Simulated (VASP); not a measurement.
Output of a VASP run:

File OUTCAR:
```
 ion  position               nearest neighbor table
   1  0.000  0.000  0.000-   2 3.15   2 3.15   2 3.15   2 3.15   2 3.15   2 3.15
   2  0.500  0.500  0.500-   1 3.15   1 3.15   1 3.15   1 3.15   1 3.15   1 3.15
  LATTYP: Found a face centered cubic cell.
 ALAT       =     6.2900000000
 Subroutine PRICEL returns:
 Original cell was already a primitive cell.
 Subroutine GETGRP returns: Found 48 space group operations
The static configuration has the point symmetry O_h .
The dynamic configuration has the point symmetry O_h .
 Subroutine INISYM returns: Found 48 space group operations
 Subroutine IBZKPT returns following result:
 Found     20 irreducible k-points:

 Following reciprocal coordinates:
            Coordinates               Weight
  0.000000  0.000000  0.000000      1.000000
  0.142857  0.000000  0.000000      8.000000
  0.285714  0.000000  0.000000      8.000000
  0.428571  0.000000  0.000000      8.000000
  0.142857  0.142857  0.000000      6.000000
  0.285714  0.142857  0.000000     24.000000
  0.428571  0.142857  0.000000     24.000000
 -0.428571  0.142857  0.000000     24.000000
 -0.285714  0.142857  0.000000     24.000000
 -0.142857  0.142857  0.000000     12.000000
  0.285714  0.285714  0.000000      6.000000
  0.428571  0.285714  0.000000     24.000000
 -0.428571  0.285714  0.000000     24.000000
 -0.285714  0.285714  0.000000     12.000000
  0.428571  0.428571  0.000000      6.000000
 -0.428571  0.428571  0.000000     12.000000
  0.428571  0.285714  0.142857     24.000000
 -0.428571  0.285714  0.142857     48.000000
 -0.428571  0.428571  0.142857     24.000000
 -0.285714  0.428571  0.142857     24.000000
   k-points           NKPTS =     20   k-points in BZ     NKDIM =     20   number of bands    NBANDS=     12
   number of dos      NEDOS =    301   number of ions     NIONS =      2
   total plane-waves  NPLWV =  46656
   dimension x,y,z NGX =    36 NGY =   36 NGZ =   36
   dimension x,y,z NGXF=    72 NGYF=   72 NGZF=   72
   ions per type =               1   1
   PREC   = accura    normal or accurate (medium, high low for compatibility)
   ISTART =      0    job   : 0-new  1-cont  2-samecut
   ICHARG =      2    charge: 1-file 2-atom 10-const
   ISPIN  =      1    spin polarized calculation?
   LNONCOLLINEAR =      F non collinear calculations
   LSORBIT =      F    spin-orbit coupling
   INIWAV =      1    electr: 0-lowe 1-rand  2-diag
   ENCUT  =  520.0 eV  38.22 Ry    6.18 a.u.   8.27  8.27  8.27*2*pi/ulx,y,z
   NELM   =    100;   NELMIN=  2; NELMDL= -5     # of ELM steps
   EDIFF  = 0.1E-05   stopping-criterion for ELM
   LREAL  =      F    real-space projection
   NLSPLINE    = F    spline interpolate recip. space projectors
   LMAXMIX     =    2 max onsite mixed and CHGCAR
   VOSKOWN=      0    Vosko Wilk Nusair interpolation
   EDIFFG = -.1E-01   stopping-criterion for IOM
   NSW    =     60    number of steps for IOM
   NBLOCK =      1;   KBLOCK =     60    inner block; outer block
   IBRION =      2    ionic relax: 0-MD 1-quasi-New 2-CG
   NFREE  =      1    steps in history (QN), initial steepest desc. (CG)
   ISIF   =      3    stress and relaxation
   ISYM   =      2    0-nonsym 1-usesym 2-fastsym
   TEIN   =    0.0    initial temperature
   TEBEG  =    0.0;   TEEND  =   0.0 temperature during run
   SMASS  =  -3.00    Nose mass-parameter (am)
   PSTRESS=    0.0 pullay stress
   NELECT =      16.0000    total number of electrons
   EFERMI =   0.00;   METHOD = LEGACY
   ISMEAR =     0;   SIGMA  =   0.05  broadening in eV -4-tet -1-fermi 0-gaus
   IALGO  =     38    algorithm
   LDIAG  =      T    sub-space diagonalisation (order eigenvalues)
   IMIX   =      4    mixing-type and parameters
     AMIX     =   0.40;   BMIX     =  1.00
     AMIX_MAG =   1.60;   BMIX_MAG =  1.00
     AMIN     =   0.10
   METAGGA = R2SCAN    functional components
   VOSKOWN =     0    Vosko Wilk Nusair interpolation
   LHFCALC =     F    Hartree Fock is set to
   LHFONE  =     F    Hartree Fock one center treatment
...
```

OSZICAR:
```
...
DAV:  11    -0.159936524553E+02   -0.12137E-01   -0.11003E-02   644   0.132E+00    0.249E-01
DAV:  12    -0.159617583313E+02    0.31894E-01   -0.18367E-02   504   0.187E+00    0.248E-01
DAV:  13    -0.159704526526E+02   -0.86943E-02   -0.14326E-02   488   0.164E+00    0.121E-01
DAV:  14    -0.159974644814E+02   -0.27012E-01   -0.64600E-03   488   0.115E+00    0.660E-02
DAV:  15    -0.159958033279E+02    0.16612E-02   -0.24976E-04   672   0.184E-01    0.923E-02
DAV:  16    -0.160000103900E+02   -0.42071E-02   -0.16450E-03   488   0.534E-01    0.506E-02
DAV:  17    -0.160001573901E+02   -0.14700E-03   -0.15437E-04   576   0.151E-01    0.264E-02
DAV:  18    -0.160001661578E+02   -0.87677E-05   -0.22387E-05   612   0.481E-02    0.158E-02
DAV:  19    -0.160001820769E+02   -0.15919E-04   -0.11605E-05   548   0.407E-02    0.126E-02
DAV:  20    -0.160001844448E+02   -0.23679E-05   -0.67616E-06   560   0.301E-02    0.411E-03
DAV:  21    -0.160001847135E+02   -0.26870E-06   -0.69643E-07   444   0.114E-02
   1 F= -.16000185E+02 E0= -.16000185E+02  d E =-.160002E+02
       N       E                     dE             d eps       ncg     rms          rms(c)
DAV:   1    -0.160229246935E+02   -0.22740E-01   -0.53090E-01   492   0.784E+00    0.896E-01
DAV:   2    -0.160057703025E+02    0.17154E-01   -0.40764E-02   652   0.198E+00    0.378E-01
DAV:   3    -0.160022647405E+02    0.35056E-02   -0.14189E-02   768   0.111E+00    0.180E-01
DAV:   4    -0.160022475312E+02    0.17209E-04   -0.57500E-04   548   0.313E-01    0.994E-02
DAV:   5    -0.160026857968E+02   -0.43827E-03   -0.90816E-04   824   0.340E-01    0.328E-02
DAV:   6    -0.160020680062E+02    0.61779E-03   -0.10446E-03   488   0.472E-01    0.145E-02
DAV:   7    -0.160024073359E+02   -0.33933E-03   -0.50462E-04   488   0.327E-01    0.606E-03
DAV:   8    -0.160023947889E+02    0.12547E-04   -0.22764E-05   556   0.648E-02    0.319E-03
DAV:   9    -0.160023993022E+02   -0.45133E-05   -0.11610E-06   412   0.142E-02    0.242E-03
DAV:  10    -0.160023914162E+02    0.78859E-05   -0.13339E-06   388   0.178E-02    0.934E-04
DAV:  11    -0.160023986554E+02   -0.72392E-05   -0.15457E-06   368   0.168E-02    0.331E-04
DAV:  12    -0.160023986242E+02    0.31169E-07   -0.96768E-08   324   0.421E-03
   2 F= -.16002399E+02 E0= -.16002399E+02  d E =-.221391E-02
       N       E                     dE             d eps       ncg     rms          rms(c)
DAV:   1    -0.160148297073E+02   -0.12431E-01   -0.31001E-01   488   0.600E+00    0.683E-01
DAV:   2    -0.160048447408E+02    0.99850E-02   -0.23784E-02   648   0.151E+00    0.289E-01
DAV:   3    -0.160028005386E+02    0.20442E-02   -0.83013E-03   768   0.848E-01    0.138E-01
DAV:   4    -0.160028031931E+02   -0.26546E-05   -0.32684E-04   536   0.235E-01    0.766E-02
DAV:   5    -0.160030532771E+02   -0.25008E-03   -0.53533E-04   824   0.261E-01    0.246E-02
DAV:   6    -0.160027201891E+02    0.33309E-03   -0.60926E-04   484   0.361E-01    0.112E-02
DAV:   7    -0.160028958892E+02   -0.17570E-03   -0.29123E-04   488   0.248E-01    0.481E-03
DAV:   8    -0.160028849661E+02    0.10923E-04   -0.13243E-05   556   0.496E-02    0.250E-03
DAV:   9    -0.160028875101E+02   -0.25440E-05   -0.63485E-07   408   0.105E-02    0.190E-03
DAV:  10    -0.160028818663E+02    0.56438E-05   -0.77318E-07   384   0.136E-02    0.720E-04
DAV:  11    -0.160028866241E+02   -0.47579E-05   -0.79914E-07   364   0.121E-02    0.245E-04
DAV:  12    -0.160028866005E+02    0.23607E-07   -0.53010E-08   300   0.305E-03
   3 F= -.16002887E+02 E0= -.16002887E+02  d E =-.270189E-02
```

**OUTCAR**
```
------------------------ aborting loop because EDIFF is reached ----------------------------------------
  FORCE on cell =-STRESS in cart. coord.  units (eV):
  Direction    XX          YY          ZZ          XY          YZ          ZX
  --------------------------------------------------------------------------------------
  Total        0.0051151      0.0051151      0.0051151      0.0000000      0.0000000     -0.0000000
  in kB        0.1352834      0.1352834      0.1352834      0.0000000      0.0000000     -0.0000000
  external PRESSURE =       0.1352834 kB  Pullay stress =       0.0000000 kB
  volume of cell :       60.58
      direct lattice vectors                 reciprocal lattice vectors
     0.000000000  3.117199014  3.117199014    -0.160400410  0.160400410  0.160400410
     3.117199014  0.000000000  3.117199014     0.160400410 -0.160400410  0.160400410
     3.117199014  3.117199014  0.000000000     0.160400410  0.160400410 -0.160400410
  FREE ENERGIE OF THE ION-ELECTRON SYSTEM (eV)
  ---------------------------------------------------
  free  energy   TOTEN  =       -16.0028866005 eV

  energy  without entropy=      -16.0028866005  energy(sigma->0) =      -16.00288660

 reached required accuracy - stopping structural energy minimisation
```
(Selected blocks of OUTCAR.)

File POSCAR:
```
KCl
1
    0.0000000000     3.1450000000     3.1450000000
    3.1450000000     0.0000000000     3.1450000000
    3.1450000000     3.1450000000     0.0000000000
K Cl
1 1
Direct
  0.0000000000   0.0000000000   0.0000000000
  0.5000000000   0.5000000000   0.5000000000
```

### Question
Write an INCAR and KPOINTS that could have produced this output.

### Answer
Several could match; the one computed here: the input of the run itself, r2SCAN+rVV10, plane waves, VASP's PBE PAW potentials (set 64).

**INCAR**
```
PREC = Accurate
LREAL = .FALSE.
IBRION = 2   # conjugate gradients
EDIFF = 1E-6   # SCF stop (eV)
METAGGA = R2SCAN
ISMEAR = 0   # Gaussian
LWAVE = .FALSE.
NELM = 100   # most electronic steps
LUSE_VDW = .TRUE.
CPARAM = 0.0093
ALGO = Normal   # blocked Davidson
EDIFFG = -0.01
SIGMA = 0.05
LMIXTAU = .TRUE.
BPARAM = 11.95
LASPH = .TRUE.
ISIF = 3   # ions, shape and volume
NSW = 60   # most ionic steps
SYSTEM = KCl
ENCUT = 520   # plane-wave cut-off (eV)
LCHARG = .FALSE.
```

KPOINTS:
```
Automatic mesh
0
G
  7 7 7
```

POTCAR, in this order: K_sv Cl (PBE.64 set). Program: vasp_std.

Energy and stress use the plane-wave basis of the starting cell.

The compound is KCl in the rock salt structure. This run relaxes it. Symmetry was kept, so distortions that lower it aren't found.
